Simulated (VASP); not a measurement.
```xyz
12
Lattice="3.3284 0.0000 0.0000 0.0000 4.7071 0.0000 0.0000 0.0000 25.0080" Properties=species:S:1:pos:R:3 pbc="T T T"
Cd     0.0000     0.0000     8.3435
Cd     1.6642     2.3536    10.0077
Cd     0.0000     0.0000    11.6719
Cd     1.6642     2.3536    13.3361
Cd     0.0000     0.0000    15.0003
Cd     1.6642     2.3536    16.6646
O      1.6642     0.0000    10.0077
O      0.0000     2.3536     8.3435
O      1.6642     0.0000    13.3361
O      0.0000     2.3536    11.6719
O      1.6642     0.0000    16.6646
O      0.0000     2.3536    15.0003
```

Level of theory: PBEsol GGA, VASP's PBE PAW potentials (set 64) (plane waves; VASP). Numerical set-up: PREC = Normal, EDIFF = 1E-5, 450 eV cut-off, 6×4×1 Γ-centred mesh, Gaussian smearing of 0.050 eV, potentials Cd O.

At this cut-off the stress carries a Pulay error, which pulls relaxed volumes low.

**Question.** The ions are relaxed. Predict the relaxed structure.

**Answer.** 
```xyz
12
Lattice="3.3284 0.0000 0.0000 0.0000 4.7071 0.0000 0.0000 0.0000 25.0080" Properties=species:S:1:pos:R:3 pbc="T T T"
Cd     0.0000     0.0000     8.4293
Cd     1.6642     2.3536     9.9432
Cd     0.0000     0.0000    11.7018
Cd     1.6642     2.3536    13.3062
Cd     0.0000     0.0000    15.0649
Cd     1.6642     2.3536    16.5788
O      1.6642     0.0000     9.9788
O      0.0000     2.3536     8.4222
O      1.6642     0.0000    13.3223
O      0.0000     2.3536    11.6857
O      1.6642     0.0000    16.5859
O      0.0000     2.3536    15.0293
```

**Question.** How much energy does the relaxation gain?

**Answer.** The energy (σ→0) changes by -13.5 meV/atom, in 12 ionic steps.

| step | E(σ→0) (eV) | max force (eV/Å) | pressure (GPa) | volume (Å³) |
|---|---|---|---|---|
| 1 | -48.2588 | 0.800 | -2.50 | 391.81 |
| 2 | -48.3639 | 0.393 | -2.22 | 391.81 |
| 3 | -48.4111 | 0.153 | -1.73 | 391.81 |
| 4 | -48.4112 | 0.163 | -1.75 | 391.81 |
| 5 | -48.4167 | 0.055 | -1.66 | 391.81 |
| 6 | -48.4170 | 0.056 | -1.63 | 391.81 |
| 7 | -48.4177 | 0.050 | -1.60 | 391.81 |
| 8 | -48.4191 | 0.034 | -1.52 | 391.81 |
| 9 | -48.4182 | 0.112 | -1.35 | 391.81 |
| 10 | -48.4193 | 0.054 | -1.47 | 391.81 |
| 11 | -48.4200 | 0.033 | -1.43 | 391.81 |
| 12 | -48.4203 | 0.012 | -1.40 | 391.81 |

The cell is a thin slab with vacuum, built from CdO (rock salt): (110) face.
